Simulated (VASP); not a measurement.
# BeZn2Se3 in VASP: a series of runs, part 2 of 2

VASP 6.6.1. The steps go on from the part before.

## 3. Relaxation of cell and atoms, PBE

This run uses another cell than the first one, of 20.32 Å³/atom, 1.006 times its volume.

INCAR reads:

```
PREC = Normal
ENCUT = 520
EDIFF = 1E-4
ISMEAR = 0
SIGMA = 0.15
LREAL = False
LASPH = True
NELM = 60
ALGO = Fast
ISIF = 3
LWAVE = False
LCHARG = False
GGA = PE
IBRION = 2
NSW = 24
EDIFFG = -0.08
```

KPOINTS reads:

```
Automatic mesh
0
Gamma
  4 4 2
```

POSCAR reads:

```
BeZn2Se3
1.0
    4.5826137500      0.0000000000      0.0000000000
   -2.2913068700      3.9686599200      0.0000000000
    0.0000000000      0.0000000000      6.7053958500
Be Zn Se
1 2 3
Direct
    0.0000000000      0.0000000000      0.0000000000
    0.3333333300      0.6666666700      0.0000000000
    0.6666666700      0.3333333300      0.0000000000
    0.3584167900      0.0000000000      0.5000000000
    0.0000000000      0.3584167900      0.5000000000
    0.6415832100      0.6415832100      0.5000000000
```

Potentials or basis: VASP PAW PBE potentials, release 64 (Be, Zn, Se).

Run with:

```bash
$ cat potpaw_PBE.64/Be/POTCAR potpaw_PBE.64/Zn/POTCAR potpaw_PBE.64/Se/POTCAR > POTCAR
$ mpirun -np 1 vasp_std > vasp.out
```

OUTCAR:

```text
PREC = Normal
   ENCUT = 520
   EDIFF = 1E-4
   ISMEAR = 0
   LREAL = False
   LASPH = True
   NELM = 60
   ISIF = 3
   GGA = PE
   IBRION = 2
   NSW = 24
   EDIFFG = -0.08

 ion  position               nearest neighbor table
   1  0.000  0.000  0.000-   2 2.65   3 2.65   2 2.65   3 2.65   3 2.65   2 2.65
   2  0.333  0.667  0.000-   3 2.65   1 2.65   3 2.65   1 2.65   1 2.65   3 2.65
   3  0.667  0.333  0.000-   2 2.65   1 2.65   2 2.65   1 2.65   1 2.65   2 2.65
   4  0.358  0.000  0.500-   6 2.55   6 2.55   5 2.55   5 2.55
   5  0.000  0.358  0.500-   4 2.55   6 2.55   4 2.55   6 2.55
   6  0.642  0.642  0.500-   4 2.55   4 2.55   5 2.55   5 2.55

  LATTYP: Found a hexagonal cell.
 ALAT       =     4.5826137500
 C/A-ratio  =     1.4632251845

  Lattice vectors:

 A1 = (   4.5826137500,   0.0000000000,   0.0000000000)
 A2 = (  -2.2913068700,   3.9686599200,   0.0000000000)
 A3 = (   0.0000000000,   0.0000000000,   6.7053958500)

Analysis of symmetry for initial positions (statically):
=====================================================================
 Subroutine PRICEL returns:
 Original cell was already a primitive cell.

 Routine SETGRP: Setting up the symmetry group for a
 hexagonal supercell.

 Subroutine GETGRP returns: Found 12 space group operations
 (whereof 12 operations were pure point group operations)
 out of a pool of 24 trial point group operations.

The static configuration has the point symmetry D_3h.

Analysis of symmetry for dynamics (positions and initial velocities):
=====================================================================
 Subroutine PRICEL returns:
 Original cell was already a primitive cell.

 Routine SETGRP: Setting up the symmetry group for a
 hexagonal supercell.

 Subroutine GETGRP returns: Found 12 space group operations
 (whereof 12 operations were pure point group operations)
 out of a pool of 24 trial point group operations.

The dynamic configuration has the point symmetry D_3h.

 Subroutine INISYM returns: Found 12 space group operations
[... 100 lines left out ...]
   NUPDOWN=      -1.0000    fix difference up-down
   EMIN   =  10.00;   EMAX   =-10.00  energy-range for DOS
   EFERMI =   0.00;   METHOD = LEGACY
   ISMEAR =     0;   SIGMA  =   0.15  broadening in eV -4-tet -1-fermi 0-gaus
   EFERMI_NEDOS =   21; number of points for ismear=-14 and -15
   IALGO  =     68    algorithm
   IMIX   =      4    mixing-type and parameters
     AMIX     =   0.40;   BMIX     =  1.00
     AMIX_MAG =   1.60;   BMIX_MAG =  1.00
  volume/ion in A,a.u.               =      20.32       137.16
  Fermi-wavevector in a.u.,A,eV,Ry     =   1.165463  2.202406 18.480852  1.358304
  Thomas-Fermi vector in A             =   2.301989
   LORBIT       =      0    0 simple, 1 ext, 2 COOP (PROOUT), +10 PAW based schemes
   GGA     = PE    functional components
   LHFCALC =     F    Hartree Fock is set to
   AEXX    =    0.0000 exact exchange contribution
   IVDW    =     0    specifies the selected vdW correction
   LEPSILON=     F    determine dielectric tensor
   LRPA    =     F    only Hartree local field effects (RPA)
 conjugate gradient relaxation of ions
 non-spin polarized calculation
 RMM-DIIS sequential band-by-band and
 Gauss-broadening in eV      SIGMA  =   0.15
  energy-cutoff  :      520.00
  volume of cell :      121.95
 maximum number of plane-waves:      3324
   NGX = 17   NGY = 17   NGZ = 25

--------------------------------------- Ionic step        1  -------------------------------------------

 number of electron      44.0000043 magnetization

 Free energy of the ion-electron system (eV)
  ---------------------------------------------------
  ext. energy  EPLUGINS =         0.00000000
  ---------------------------------------------------
  free energy    TOTEN  =       -12.87292783 eV

  energy without entropy =      -12.81331523  energy(sigma->0) =      -12.84312153

------------------------ aborting loop because EDIFF is reached ----------------------------------------

  FORCE on cell =-STRESS in cart. coord.  units (eV):
  Direction    XX          YY          ZZ          XY          YZ          ZX
  --------------------------------------------------------------------------------------
  -------------------------------------------------------------------------------------
  Total        6.5287059      6.5287058     -1.5270615      0.0000000      0.0000000      0.0000000
  in kB       85.7740909     85.7740908    -20.0625225      0.0000001      0.0000000      0.0000000
  external PRESSURE =      50.4952198 kB  Pullay stress =       0.0000000 kB
[... 187 lines left out ...]
--------------------------------------- Ionic step        6  -------------------------------------------

 number of electron      43.9999958 magnetization

 Free energy of the ion-electron system (eV)
  ---------------------------------------------------
  ext. energy  EPLUGINS =         0.00000000
  ---------------------------------------------------
  free energy    TOTEN  =       -13.33386332 eV

  energy without entropy =      -13.29511742  energy(sigma->0) =      -13.31449037

 E-fermi :   3.4186     XC(G=0):  -9.7525

 val. band max:        3.4149221116   @ k =   0.2500   0.0000   0.5000
 cond. band min:       3.5850569067   @ k =   0.2500   0.0000   0.5000
 fundamental gap:      0.1701347952
 Fermi energy:         3.4186417277

 k-point     1 :       0.0000    0.0000    0.0000
  band No.  band energies     occupation
      1     -13.2816      2.00000
      2      -7.7927      2.00000
      3      -7.7927      2.00000
      4      -4.1561      2.00000
      5      -3.6789      2.00000
      6      -3.6789      2.00000
[... 254 lines left out ...]
  FREE ENERGIE OF THE ION-ELECTRON SYSTEM (eV)
  ---------------------------------------------------
  free  energy   TOTEN  =       -13.3338633169 eV

  energy  without entropy=      -13.2951174162  energy(sigma->0) =      -13.31449037

 reached required accuracy - stopping structural energy minimisation
```

CONTCAR:

```text
BeZn2Se3
   1.00000000000000
     4.7152187081198127    0.0000000001492573    0.0000000000000000
    -2.3576093487859633    4.0834991820642799   -0.0000000000000000
    -0.0000000000000000    0.0000000000000000    6.3992686714745037
  Be              Zn              Se
     1     2     3
Direct
     0.0000000000000000    0.0000000000000000    0.0000000000000000
     0.3333333300000021    0.6666666699999979    0.0000000000000000
     0.6666666699999979    0.3333333300000021    0.0000000000000000
     0.3302323391005015    0.9999999999999944    0.5000000000000000
     0.0000000000000003    0.3302323391005136    0.5000000000000000
     0.6697676608994982    0.6697676608994921    0.5000000000000000

  0.00000000E+00  0.00000000E+00  0.00000000E+00
  0.00000000E+00  0.00000000E+00  0.00000000E+00
  0.00000000E+00  0.00000000E+00  0.00000000E+00
  0.00000000E+00  0.00000000E+00  0.00000000E+00
  0.00000000E+00  0.00000000E+00  0.00000000E+00
  0.00000000E+00  0.00000000E+00  0.00000000E+00
```

Wall time 86 s (1 thread of Intel Xeon Platinum 8488C (Sapphire Rapids), shared host); peak memory 0.19 GiB.

Results:

```
Free energy                            : -13.3339 eV
Relaxed volume                         : 20.54 Å³/atom
Relaxed cell                           : a = 4.715 Å, b = 4.715 Å, c = 6.399 Å, α = 90.00°, β = 90.00°, γ = 120.00°
Space group after relaxing (to 0.05 Å) : P-62m (No. 189)
Energy gained by relaxing              : 76.8 meV/atom
Ionic steps                            : 6
Pressure after relaxing                : -0.1 GPa
Largest force after relaxing           : 0.049 eV/Å
Band gap on the k mesh                 : none (metal or under the smearing width)
```

Forces on the atoms (eV/Å):
```
Be   0.000  0.000  0.000
Zn   0.000  0.000  0.000
Zn   0.000  0.000  0.000
Se   0.049  0.000  0.000
Se  -0.024  0.042  0.000
Se  -0.024 -0.042  0.000
```

Stress tensor (GPa, compression positive):
```
 0.15  0.00  0.00
 0.00  0.15  0.00
 0.00  0.00 -0.61
```

The path:
```
step  energy change (eV)  largest force (eV/Å)  pressure (GPa)  volume (Å³)
   1              0.0000                1.4016            5.05       121.95
   2             -0.3453                0.3077           -3.09       133.43
   3             -0.3735                0.4754           -1.01       130.83
   4             -0.3731                0.4526           -1.92       131.07
   5             -0.4320                0.2617           -1.24       127.99
   6             -0.4609                0.0487           -0.10       123.22
```

Final structure:
```
CELL_PARAMETERS angstrom
4.71522 0.00000 0.00000
-2.35761 4.08350 0.00000
0.00000 0.00000 6.39927
ATOMIC_POSITIONS crystal
Be 0.00000 0.00000 0.00000
Zn 0.33333 0.66667 0.00000
Zn 0.66667 0.33333 0.00000
Se 0.33023 0.00000 0.50000
Se 0.00000 0.33023 0.50000
Se 0.66977 0.66977 0.50000
```

Levels at points of the mesh, in eV from the Fermi level:
| k point | band 19 | band 20 | band 21 | band 22 | band 23 | band 24 | band 25 | band 26 |
| --- | --- | --- | --- | --- | --- | --- | --- | --- |
| (0.00, 0.00, 0.00) | -5.26 | -0.45 | -0.45 | 1.58 | 1.58 | 2.27 | 2.29 | 2.29 |
| (0.50, 0.00, 0.00) | -2.16 | -2.07 | -1.28 | -0.75 | 0.44 | 0.58 | 0.96 | 1.51 |
| (0.00, 0.00, 0.50) | -3.51 | -0.79 | -0.79 | -0.44 | 1.60 | 1.60 | 2.36 | 2.56 |
| (0.50, 0.00, 0.50) | -2.05 | -1.81 | -1.75 | -0.14 | 0.45 | 0.58 | 1.20 | 1.71 |

Caveat: the k mesh is coarse (spacing up to 0.47 Å⁻¹), so the values aren't converged; the relaxation stopped at a loose force limit of 0.08 eV/Å, so its end isn't a converged minimum.

## 4. Relaxation of cell and atoms, PBE

This run uses another cell than the first one, of 20.47 Å³/atom, 1.014 times its volume.

INCAR is that of step 3.

KPOINTS is that of step 3.

POSCAR reads:

```
BeZn2Se3
1.0
    3.8430810100      0.0000000000      0.0000000000
   -1.9215405100      3.3282057900      0.0000000000
    0.0000000000      0.0000000000      9.6022647800
Be Zn Se
1 2 3
Direct
    0.0000000000      0.0000000000      0.5000000000
    0.3333333300      0.6666666700      0.5000000000
    0.6666666700      0.3333333300      0.5000000000
    0.0000000000      0.0000000000      0.7730953600
    0.0000000000      0.0000000000      0.2269046400
    0.0000000000      0.0000000000      0.0000000000
```

Run with:

```bash
$ cat potpaw_PBE.64/Be/POTCAR potpaw_PBE.64/Zn/POTCAR potpaw_PBE.64/Se/POTCAR > POTCAR
$ mpirun -np 1 vasp_std > vasp.out
```

Wall time 2.3 min (1 thread of Intel Xeon Platinum 8488C (Sapphire Rapids), shared host); peak memory 0.19 GiB.

It converged, with:

* Free energy: -15.0178 eV
* Relaxed volume: 25.31 Å³/atom
* Relaxed cell: a = 4.352 Å, b = 4.352 Å, c = 9.260 Å, α = 90.00°, β = 90.00°, γ = 120.00°
* Space group after relaxing (to 0.05 Å): P6/mmm (No. 191)
* Energy gained by relaxing: 329.9 meV/atom
* Ionic steps: 11
* Pressure after relaxing: -0.4 GPa
* Largest force after relaxing: 0.068 eV/Å
* Band gap on the k mesh: none (metal or under the smearing width)

Forces on the atoms (eV/Å):
```
Be   0.000  0.000  0.000
Zn   0.000  0.000  0.000
Zn   0.000  0.000  0.000
Se   0.000  0.000 -0.068
Se   0.000  0.000  0.068
Se   0.000  0.000  0.000
```

Stress tensor (GPa, compression positive):
```
-0.36  0.00  0.00
 0.00 -0.36  0.00
 0.00  0.00 -0.46
```

The path:
| step | energy change (eV) | largest force (eV/Å) | pressure (GPa) | volume (Å³) |
| --- | --- | --- | --- | --- |
| 1 | 0.0000 | 3.5436 | 13.63 | 122.82 |
| 2 | -1.2121 | 0.0718 | -3.46 | 156.43 |
| 3 | -1.2817 | 0.5264 | -1.06 | 147.80 |
| 4 | -1.7276 | 1.2466 | -0.61 | 149.48 |
| 5 | -1.7865 | 1.6260 | 0.30 | 150.00 |
| 6 | -1.9667 | 0.3617 | -0.31 | 152.19 |
| 7 | -1.9713 | 0.1794 | -0.37 | 152.56 |
| 8 | -1.9714 | 0.1499 | -0.17 | 152.61 |
| 9 | -1.9795 | 0.0598 | -0.54 | 151.73 |
| 10 | -1.9795 | 0.0612 | -0.45 | 151.77 |
| 11 | -1.9795 | 0.0683 | -0.40 | 151.85 |

Final structure:
```
CELL_PARAMETERS angstrom
4.35152 0.00000 0.00000
-2.17576 3.76852 0.00000
0.00000 0.00000 9.26002
ATOMIC_POSITIONS crystal
Be 0.00000 0.00000 0.50000
Zn 0.33333 0.66667 0.50000
Zn 0.66667 0.33333 0.50000
Se 0.00000 0.00000 0.73848
Se 0.00000 0.00000 0.26152
Se 0.00000 0.00000 0.00000
```

Levels at points of the mesh, in eV from the Fermi level:
```tsv
k point	band 18	band 19	band 20	band 21	band 22	band 23	band 24	band 25	band 26
(0.00, 0.00, 0.00)	-0.98	-0.98	-0.59	-0.04	-0.04	1.51	2.55	2.55	3.16
(0.50, 0.00, 0.00)	-2.80	-2.69	-1.28	-1.09	-0.31	0.27	1.55	2.41	4.02
(0.00, 0.00, 0.50)	-1.85	-1.43	-1.43	0.47	0.47	2.36	2.55	2.76	2.76
(0.50, 0.00, 0.50)	-2.31	-2.16	-2.12	-1.12	-1.02	0.19	0.75	1.67	3.96
```

Caveat: the k mesh is coarse (spacing up to 0.47 Å⁻¹), so the values aren't converged; the volume moved by over 15 % at a fixed basis, so the end points are rough; the relaxation stopped at a loose force limit of 0.08 eV/Å, so its end isn't a converged minimum.
